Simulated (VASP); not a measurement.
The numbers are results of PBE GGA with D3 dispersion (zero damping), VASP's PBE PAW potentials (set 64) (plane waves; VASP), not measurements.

A VASP calculation is set up with these files.

### INCAR
```
SYSTEM=GaAs
PREC=Accurate; ENCUT=520; LREAL=F
LASPH=T; ICHARG=11
EDIFF=1E-7; NELM=100; ALGO=Normal
LMAXMIX=4
ISMEAR=0; SIGMA=0.05
GGA=PE; IVDW=11
LWAVE=F; LCHARG=F; LORBIT=11
```

KPOINTS:
```
k-points along high-symmetry lines
15
Line-mode
Reciprocal
  0.000000   0.000000   0.000000 ! GAMMA
 -0.500000  -0.500000   0.000000 ! X

 -0.500000  -0.500000   0.000000 ! X
 -0.375000  -0.375000   0.250000 ! U

 -0.375000   0.000000   0.375000 ! K
  0.000000   0.000000   0.000000 ! GAMMA

  0.000000   0.000000   0.000000 ! GAMMA
  0.000000   0.000000   0.500000 ! L

  0.000000   0.000000   0.500000 ! L
 -0.500000  -0.250000   0.250000 ! W

 -0.500000  -0.250000   0.250000 ! W
 -0.500000  -0.500000   0.000000 ! X
```

**POSCAR**
```
GaAs
1
    0.0000000000     2.8541078778     2.8541078778
    2.8541078778     0.0000000000     2.8541078778
    2.8541078778     2.8541078778     0.0000000000
Ga As
1 1
Direct
  0.0000000000   0.0000000000   0.0000000000
  0.2500000000   0.2500000000   0.2500000000
```

POTCAR, in this order: Ga_d As (PBE.64 set). Program: vasp_std. Read from the step before: CHGCAR.

Output of the run:

OSZICAR:
```
       N       E                     dE             d eps       ncg     rms          rms(c)
DAV:   1     0.815196228378E+02    0.81520E+02   -0.93413E+03  2380   0.188E+03
DAV:   2    -0.203799480518E+00   -0.81723E+02   -0.78576E+02  2535   0.332E+02
DAV:   3    -0.663574129086E+01   -0.64319E+01   -0.63296E+01  2960   0.750E+01
DAV:   4    -0.674472092638E+01   -0.10898E+00   -0.10890E+00  2709   0.108E+01
DAV:   5    -0.674670371465E+01   -0.19828E-02   -0.19826E-02  2843   0.127E+00
DAV:   6    -0.674679064518E+01   -0.86931E-04   -0.86930E-04  3283   0.233E-01
DAV:   7    -0.674679147340E+01   -0.82822E-06   -0.82778E-06  2879   0.189E-02
DAV:   8    -0.674679150472E+01   -0.31324E-07   -0.31979E-07  2160   0.291E-03
   1 F= -.71825660E+01 E0= -.71825659E+01  d E =-.291033E-06
```

OUTCAR:
```
 val. band max:        3.6655607494   @ k =   0.0000   0.0000   0.0000

 cond. band min:       3.9711007242   @ k =   0.0000   0.0000   0.0000



 k-point     1 :       0.0000    0.0000    0.0000
  band No.  band energies     occupation
      1     -11.0926      2.00000
      2     -11.0926      2.00000
      3     -11.0926      2.00000
      4     -11.0202      2.00000
      5     -11.0202      2.00000
      6      -8.8569      2.00000
      7       3.6656      1.99999
      8       3.6656      1.99999
      9       3.6656      1.99999
     10       3.9711      0.00003
     11       7.3869      0.00000
     12       7.3869      0.00000
     13       7.3869      0.00000

 k-point     2 :      -0.0357   -0.0357    0.0000
  band No.  band energies     occupation
      1     -11.0943      2.00000
      2     -11.0921      2.00000
      3     -11.0921      2.00000
      4     -11.0205      2.00000
      5     -11.0201      2.00000
      6      -8.8376      2.00000
      7       3.1710      2.00000
      8       3.6012      2.00000
      9       3.6012      2.00000
     10       4.4624      0.00000
     11       7.3143      0.00000
     12       7.4756      0.00000
     13       7.4756      0.00000

 k-point     3 :      -0.0714   -0.0714    0.0000
  band No.  band energies     occupation
      1     -11.0991      2.00000
      2     -11.0905      2.00000
      3     -11.0905      2.00000
      4     -11.0211      2.00000
      5     -11.0197      2.00000
      6      -8.7800      2.00000
      7       2.5547      2.00000
      8       3.4257      2.00000
      9       3.4257      2.00000
     10       5.0623      0.00000
     11       7.1240      0.00000
     12       7.7238      0.00000
     13       7.7238      0.00000

 k-point     4 :      -0.1071   -0.1071    0.0000
  band No.  band energies     occupation
      1     -11.1066      2.00000
      2     -11.0879      2.00000
      3     -11.0879      2.00000
      4     -11.0221      2.00000
...
```

The density is held fixed in this step, so its total energy and stress have no physical meaning.

The compound is GaAs in the zinc blende structure. It was relaxed first.
